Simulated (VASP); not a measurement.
Data:

```xyz
5
Lattice="-2.1598 6.4423 3.0389 2.1598 -6.4423 3.0389 2.1598 6.4423 -3.0389" Properties=species:S:1:pos:R:3 pbc="T T T"
In     0.0000     2.0710     1.4531
In     2.1598     4.3713    -1.5858
Te     0.0000     8.2985     0.2248
Te     0.0000     4.5861     0.2248
Te     0.0000     0.0000     5.7617
```

The numbers are results of LDA (Ceperley-Alder, Perdew-Zunger), VASP's LDA PAW potentials (set 64) (plane waves; VASP), not measurements. Run with 400 eV cut-off, 7×7×7 Γ-centred mesh, tetrahedra with Blöchl corrections, potentials In_d Te.

Question: Estimate the energy per atom (σ→0).

Answer: 
```yaml
energy per atom (σ→0): -3.816 eV/atom
```

The absolute energy has meaning only against runs of the same code, potentials and settings.

The structure comes from a computed database's In2Te3 entry (Imm2); how it stands against other phases isn't given here. It was relaxed first, which changed the volume by -13 %.
